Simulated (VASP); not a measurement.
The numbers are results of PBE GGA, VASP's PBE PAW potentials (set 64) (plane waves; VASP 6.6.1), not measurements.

The input files of a VASP run:

**KPOINTS**
```
Automatic
0
gamma
1 1 1
```

File POSCAR:
```
C31NSi31
8.7583310
  1.0000000497   0.0000000000   0.0000000000
  0.0000000000   1.0000000497   0.0000000000
  0.0000000000   0.0000000000   1.0000000497
Si C N
31 31 1
Direct
  0.4995863757   0.0005201506   0.0003281132
  0.7474989465   0.2497327924   0.0015872694
  0.7474559514   0.0017193382   0.2495229699
  0.9992140137   0.9999107413   0.9998326426
  0.2504845688   0.2496587174   0.0003449698
  0.4997737620   0.4974813144   0.0016103573
  0.7496297823   0.7495912304   0.0007914103
  0.2503897561   0.0004518084   0.2496397388
  0.7485024555   0.4986415895   0.2551398260
  0.4997428458   0.0015949548   0.4975694138
  0.7485000360   0.2552762148   0.4983842471
  0.7495911048   0.0009996286   0.7494598279
  0.9995114709   0.4996264492   0.0008159141
  0.2498705390   0.7491584383   0.9998559420
  0.9999884088   0.2499629574   0.2497971472
  0.2517847112   0.4974582550   0.2495445636
  0.4999310090   0.7500422716   0.2498028810
  0.9993523639   0.0009787363   0.4994637532
  0.2515978010   0.2496921839   0.4975642949
  0.5051283879   0.4986641089   0.4984651366
  0.7501370789   0.7503063299   0.5000508670
  0.2498178937   0.9998508930   0.7490577391
  0.4999272608   0.2500070800   0.7498632039
  0.7501274162   0.5001466379   0.7501201097
  0.9995450288   0.7495190416   0.2500233611
  0.0003288557   0.5000762103   0.4999993630
  0.2508290450   0.7495389684   0.4995265659
  0.9994789286   0.2501861150   0.7494812354
  0.2508569074   0.4996629904   0.7495062293
  0.5001144802   0.7495434312   0.7495103241
  0.9999978329   0.7500561538   0.7498896021
  0.6356650284   0.1123484871   0.1121534052
  0.8724195945   0.3750861577   0.1274489988
  0.8723750019   0.1275990080   0.3748321084
  0.1242983646   0.1243262810   0.1242478579
  0.3624935727   0.3856460037   0.1121899451
  0.6250341399   0.6225604238   0.1274031599
  0.8752500762   0.8741091640   0.1252101943
  0.3621732901   0.1121434634   0.3859918540
  0.8755715502   0.6255837513   0.3752671374
  0.6250027426   0.1275715921   0.6223783104
  0.8755745765   0.3753726079   0.6254265028
  0.8752244650   0.1253533902   0.8740661224
  0.1241159204   0.6251602600   0.1252720406
  0.3742673717   0.8743459342   0.1242691801
  0.1249930276   0.3752249975   0.3751654813
  0.3774769464   0.6225503163   0.3748634365
  0.6253331961   0.8749341070   0.3751687373
  0.1239428783   0.1253047689   0.6251856492
  0.3774508146   0.3750761483   0.6224236614
  0.6253427837   0.6256452684   0.6254846701
  0.8748375540   0.8755509450   0.6248469886
  0.3742651644   0.1243294874   0.8740740893
  0.6253566125   0.3753247095   0.8747508644
  0.8749084127   0.6249553108   0.8753392157
  0.1234994293   0.8736295689   0.3745175462
  0.1254494916   0.6249113271   0.6248156053
  0.3752851846   0.8740153676   0.6252032775
  0.1235857088   0.3745856616   0.8735741533
  0.3753541588   0.6252284926   0.8740894744
  0.6245440433   0.8736781716   0.8735367174
  0.1247497705   0.8747448649   0.8746934020
  0.6421361092   0.3923792296   0.3921651940
```

**INCAR**
```
# general
SYSTEM     = C31NSi31
PREC       = Normal
ENCUT      = 400   # plane-wave cut-off (eV)
LREAL      = Auto   # projection in real space or not
LASPH      = .True.
ISYM       = 0
NELECT     = 254.0

# electronic loop
EDIFF      = 1E-6
NELM       = 100   # most electronic steps
NELMIN     = 4
ALGO       = Fast

# smearing
ISMEAR     = 0   # Gaussian
SIGMA      = 0.05   # width (eV)

# functional
GGA        = PE   # PBE

# spin
ISPIN      = 2   # spin-polarised
MAGMOM     = 63*0.0317
NUPDOWN    = 2

# output
LWAVE      = .True.
LCHARG     = .False.
LORBIT     = 11   # lm-projected

# other
LHYPERFINE = .True.
```

POTCAR, in this order: Si C N (PBE.64 set). Program: vasp_gam. Read from the step before: WAVECAR.

Output

### OSZICAR
```
       N       E                     dE             d eps       ncg     rms          rms(c)
DAV:   1    -0.459467019006E+03   -0.45947E+03   -0.21089E-05   864   0.136E-02    0.382E-03
RMM:   2    -0.459467018739E+03    0.26787E-06   -0.49785E-06   590   0.560E-03    0.216E-03
RMM:   3    -0.459467018665E+03    0.73407E-07   -0.15399E-06   491   0.254E-03    0.111E-03
RMM:   4    -0.459467018698E+03   -0.32920E-07   -0.44988E-07   453   0.128E-03
   1 F= -.45946702E+03 E0= -.45946702E+03  d E =-.712154E-12  mag=     2.0000
```

OUTCAR:
```
------------------------ aborting loop because EDIFF is reached ----------------------------------------
  FORCE on cell =-STRESS in cart. coord.  units (eV):
  Direction    XX          YY          ZZ          XY          YZ          ZX
  --------------------------------------------------------------------------------------
  Total        6.9673868      6.9734072      6.9976807      3.2787552      3.2416228      3.2129236
  in kB       16.6156134     16.6299706     16.6878572      7.8190762      7.7305241      7.6620830
  external PRESSURE =      16.6444804 kB  Pullay stress =       0.0000000 kB
  volume of cell :      671.84
      direct lattice vectors                 reciprocal lattice vectors
     8.758331436  0.000000000  0.000000000     0.114176999  0.000000000  0.000000000
     0.000000000  8.758331436  0.000000000     0.000000000  0.114176999  0.000000000
     0.000000000  0.000000000  8.758331436     0.000000000  0.000000000  0.114176999
 POSITION                                       TOTAL-FORCE (eV/Angst)
 -----------------------------------------------------------------------------------
      4.37554      0.00456      0.00287        -0.013670     -0.012167     -0.006950
      6.54684      2.18724      0.01390         0.001026      0.008316      0.005769
      6.54647      0.01506      2.18540         0.003059      0.005371      0.010339
      8.75145      8.75755      8.75687        -0.012996     -0.002635     -0.004967
      2.19383      2.18659      0.00302        -0.006495     -0.013017     -0.005532
      4.37718      4.35711      0.01410         0.009296      0.008155     -0.002038
      6.56551      6.56517      0.00693        -0.007340     -0.000132     -0.001300
      2.19300      0.00396      2.18643        -0.001469     -0.006143     -0.007583
      6.55563      4.36727      2.23460         0.002441     -0.001459      0.000169
      4.37691      0.01397      4.35788         0.003804      0.005550     -0.009539
      6.55561      2.23579      4.36501        -0.003467      0.001984      0.003727
      6.56517      0.00876      6.56402        -0.009945     -0.000235      0.004195
      8.75405      4.37589      0.00715        -0.001656     -0.002010      0.002267
      2.18845      6.56138      8.75707         0.003509     -0.004441     -0.002302
      8.75823      2.18926      2.18781        -0.003600     -0.001005      0.001812
      2.20521      4.35690      2.18559         0.002805     -0.002262      0.010815
      4.37856      6.56912      2.18786        -0.002955      0.000489      0.003503
      8.75266      0.00857      4.37447         0.009145      0.003631     -0.002167
      2.20358      2.18689      4.35783         0.006695      0.007118     -0.002801
      4.42408      4.36747      4.36572         0.002091     -0.001089      0.002900
      6.56995      6.57143      4.37961        -0.001289     -0.005007     -0.002093
      2.18799      8.75703      6.56050         0.000325      0.002549     -0.004144
      4.37853      2.18964      6.56755        -0.005556     -0.008141      0.003586
      6.56986      4.38045      6.56980         0.003018      0.006127      0.000225
      8.75435      6.56454      2.18979        -0.006722     -0.001786      0.007667
      0.00288      4.37983      4.37916        -0.010181      0.007984     -0.001120
      2.19684      6.56471      4.37502         0.007038      0.003195     -0.008484
      8.75377      2.19121      6.56421        -0.000365     -0.003111     -0.000469
      2.19709      4.37621      6.56442         0.006903     -0.007191      0.002646
      4.38017      6.56475      6.56446         0.005710     -0.003314     -0.000403
      8.75831      6.56924      6.56778        -0.003722     -0.001981      0.004197
      5.56737      0.98399      0.98228        -0.004462      0.003532      0.005233
      7.64094      3.28513      1.11624        -0.002399     -0.007598      0.000794
      7.64055      1.11755      3.28290        -0.000174      0.000094     -0.004789
      1.08865      1.08889      1.08820         0.001149      0.004287     -0.000952
      3.17484      3.37762      0.98260        -0.010651     -0.006276      0.008110
      5.47426      5.45259      1.11584        -0.006630     -0.009202      0.003886
      7.66573      7.65574      1.09663         0.003072      0.000754      0.009361
      3.17203      0.98219      3.38064         0.004346      0.004075     -0.023474
      7.66855      5.47907      3.28671         0.012024      0.005699      0.003241
      5.47398      1.11731      5.45100        -0.000850      0.003393     -0.002774
      7.66857      3.28764      5.47769         0.006927     -0.000200      0.007403
      7.66551      1.09789      7.65536         0.006039      0.008624     -0.000644
      1.08705      5.47536      1.09717        -0.001901      0.007628      0.002593
      3.27796      7.65781      1.08839         0.000501     -0.000452     -0.004297
      1.09473      3.28634      3.28582         0.001464      0.003693     -0.003092
      3.30607      5.45250      3.28318         0.003864     -0.007037     -0.000962
      5.47688      7.66296      3.28585        -0.007072      0.004296      0.002985
      1.08553      1.09746      5.47558         0.004967      0.008438     -0.000855
      3.30584      3.28504      5.45139         0.004341     -0.000472     -0.006404
      5.47696      5.47961      5.47820        -0.002773      0.003518      0.007868
      7.66212      7.66837      5.47262         0.005771      0.006370     -0.001565
      3.27794      1.08892      7.65543         0.001724      0.001265      0.005065
      5.47708      3.28722      7.66136        -0.005434     -0.002560      0.008101
      7.66274      5.47357      7.66651        -0.000111     -0.001913      0.007971
      1.08165      7.65154      3.28015         0.000973     -0.000453     -0.011906
      1.09873      5.47318      5.47234         0.007768      0.003553      0.000755
      3.28687      7.65492      5.47574         0.006694      0.003420     -0.001396
      1.08240      3.28075      7.65105        -0.002546     -0.008568     -0.004605
      3.28748      5.47596      7.65557         0.002379      0.003001     -0.001659
      5.46996      7.65196      7.65072        -0.010082     -0.003322     -0.002239
      1.09260      7.66131      7.66085        -0.001417     -0.002763     -0.004316
      5.62404      3.43659      3.43471         0.007060     -0.008166      0.000635
 -----------------------------------------------------------------------------------
    total drift:                               -0.004222      0.012240     -0.012513
  FREE ENERGIE OF THE ION-ELECTRON SYSTEM (eV)
  ---------------------------------------------------
  free  energy   TOTEN  =      -459.4670186981 eV

  energy  without entropy=     -459.4670186981  energy(sigma->0) =     -459.46701870

 total charge

# of ion       s       p       d       tot
------------------------------------------
    1        0.701   0.978   0.000   1.679
    2        0.701   0.976   0.000   1.677
    3        0.701   0.976   0.000   1.677
    4        0.701   0.967   0.000   1.668
    5        0.701   0.978   0.000   1.678
    6        0.701   0.976   0.000   1.677
    7        0.700   0.960   0.000   1.661
    8        0.701   0.978   0.000   1.678
    9        0.692   0.951   0.000   1.643
   10        0.701   0.976   0.000   1.677
   11        0.692   0.951   0.000   1.643
   12        0.700   0.960   0.000   1.661
   13        0.700   0.960   0.000   1.661
   14        0.701   0.967   0.000   1.668
   15        0.700   0.969   0.000   1.669
   16        0.701   0.976   0.000   1.677
   17        0.700   0.969   0.000   1.669
   18        0.700   0.960   0.000   1.660
   19        0.701   0.976   0.000   1.677
   20        0.692   0.951   0.000   1.643
   21        0.701   0.970   0.000   1.670
...
```
(Selected blocks of OUTCAR.)

OUTCAR:
```
 val. band max:        8.2686039626   @ k =   0.0000   0.0000   0.0000

 cond. band min:       9.1141172302   @ k =   0.0000   0.0000   0.0000


 Fermi energy:         8.5150620410

 spin component 1

 k-point     1 :       0.0000    0.0000    0.0000
  band No.  band energies     occupation
      1      -8.1471      1.00000
      2      -7.3374      1.00000
      3      -6.1188      1.00000
      4      -6.1187      1.00000
      5      -6.0757      1.00000
      6      -6.0756      1.00000
      7      -5.9111      1.00000
      8      -5.5748      1.00000
      9      -4.7298      1.00000
     10      -4.7295      1.00000
     11      -4.7179      1.00000
     12      -4.7178      1.00000
     13      -4.6917      1.00000
     14      -4.6914      1.00000
     15      -4.6620      1.00000
     16      -4.6565      1.00000
     17      -4.5974      1.00000
     18      -4.5972      1.00000
     19      -4.3532      1.00000
     20      -4.3002      1.00000
     21      -4.0972      1.00000
     22      -4.0966      1.00000
     23      -3.7883      1.00000
     24      -2.8989      1.00000
     25      -2.7003      1.00000
     26      -2.6995      1.00000
     27      -2.6188      1.00000
     28      -2.4948      1.00000
     29      -2.4866      1.00000
     30      -2.4864      1.00000
     31      -2.3240      1.00000
     32      -2.3233      1.00000
     33      -0.8007      1.00000
     34      -0.8000      1.00000
     35      -0.7631      1.00000
     36      -0.7218      1.00000
     37      -0.1697      1.00000
     38      -0.1694      1.00000
     39       0.0163      1.00000
     40       0.4487      1.00000
     41       0.4492      1.00000
     42       0.5990      1.00000
     43       0.5992      1.00000
     44       0.6340      1.00000
     45       1.1368      1.00000
     46       1.4894      1.00000
     47       1.4895      1.00000
     48       1.6458      1.00000
     49       1.6529      1.00000
...
```

At this cut-off the stress carries a Pulay error, which pulls relaxed volumes low. The cell is charged, with a uniform compensating background.  The supercell is sampled at Γ alone, which is coarse: total energies, pressure and levels can be off, energies of defects by several tenths of an eV.

The cell is a supercell with a defect, built from SiC (zinc blende): N_C-vac_Si, charge -1.
